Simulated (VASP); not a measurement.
Runs of VASP 6.6.1 on Hf. It takes space group P6_3/mmc (No. 194, hexagonal). Conventional cell: a = 3.197 Å, b = 3.197 Å, c = 5.058 Å, α = 90.00°, β = 90.00°, γ = 120.00°. Around Hf (site symmetry -6m2) lie 12 Hf at 3.13 to 3.20 Å. 

```csv
level,potentials or basis,gap on the mesh (eV),pressure (GPa),relaxed volume (Å³/atom)
PBEsol,"VASP PAW PBE potentials, release 64 (Hf_pv)",none,0.0,21.55
PBE+D3(BJ),"VASP PAW PBE potentials, release 64 (Hf_pv)",none,0.0,(a)
LDA,"VASP PAW LDA potentials, release 64 (Hf_pv)",none,0.0,(b)
PBE,"VASP PAW PBE potentials, release 64 (Hf_pv)",none,0.0,22.45
r2SCAN,"VASP PAW PBE potentials, release 64 (Hf_pv)",none,0.0,22.22
```

Alike in all rows: task relaxation of cell and atoms; no spin polarisation; cell relaxed; k mesh 18 × 18 × 9; cutoff (eV) 600; smearing methfessel-paxton 0.1 eV.

Problem. Estimate the missing entries.

Solution. (a) 21.77; (b) 20.84.

Caveats: the PAW data sets were made with another functional, which shifts forces and pressure a little (some runs); pairwise dispersion overbinds metals, which lowers pressure and volume (some runs).

A k mesh can miss the band edges, and the runs leave out spin-orbit coupling on Hf.

A gap of «none» marks a metal or a gap under the smearing width.

Not every run made on this cell is shown here.
